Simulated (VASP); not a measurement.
The system is LiBe.

```
Li Be
1.0
    -2.81115    0.00000   -2.81115
     0.00000   -2.81115   -2.81115
    -2.81115   -2.81115    0.00000
Li Be
2 2
Direct
  0.48935 0.52417 0.48996
  0.00382 0.00364 0.00633
  0.25403 0.23727 0.25832
  0.75280 0.73492 0.74538
```

The cell comes from a database or a generator and needn't be the stable form of this composition.

The cell isn't the ideal one: all atoms moved at random, sigma 0.05 Å a component.

| Quantity | Value |
| --- | --- |
| Program | VASP 6.6.1 |
| Task | relaxation of the atoms |
| Functional | PBEsol |
| Potentials or basis | VASP PAW PBE potentials, release 64 (Li_sv, Be) |
| Cutoff | 520 eV |
| k mesh | 8 × 8 × 8 |
| Occupations | methfessel-paxton, width 0.2 eV |
| Spin | no spin polarisation |

At the start: pressure -0.2 GPa; volume 11.11 Å³/atom.

Problem. Where does the relaxation end?

Solution. Over 9 steps the energy falls by 13.5 meV/atom; space group Pm-3m (No. 221, to 0.05 Å).

The path:
```csv
step,energy change (eV),largest force (eV/Å),pressure (GPa)
1,0.0000,0.6197,-0.16
2,-0.0333,0.3767,-0.34
3,-0.0514,0.0898,-0.43
4,-0.0514,0.0912,-0.43
5,-0.0525,0.0627,-0.44
6,-0.0534,0.0319,-0.45
7,-0.0536,0.0247,-0.46
8,-0.0538,0.0114,-0.46
9,-0.0539,0.0026,-0.46
```

Final structure:
```
Li Be
1.0
    -2.81115    0.00000   -2.81115
     0.00000   -2.81115   -2.81115
    -2.81115   -2.81115    0.00000
Li Be
2 2
Direct
  0.49997 0.50003 0.49996
  0.00006 0.99990 0.00005
  0.24999 0.25007 0.25002
  0.74999 0.75000 0.74996
```

Caveat: the cutoff is under 1.25 times the usual one of these potentials, so pressure, stress and relaxed cells hold a basis-set (Pulay) error; the PAW data sets were made with another functional, which shifts forces and pressure a little.
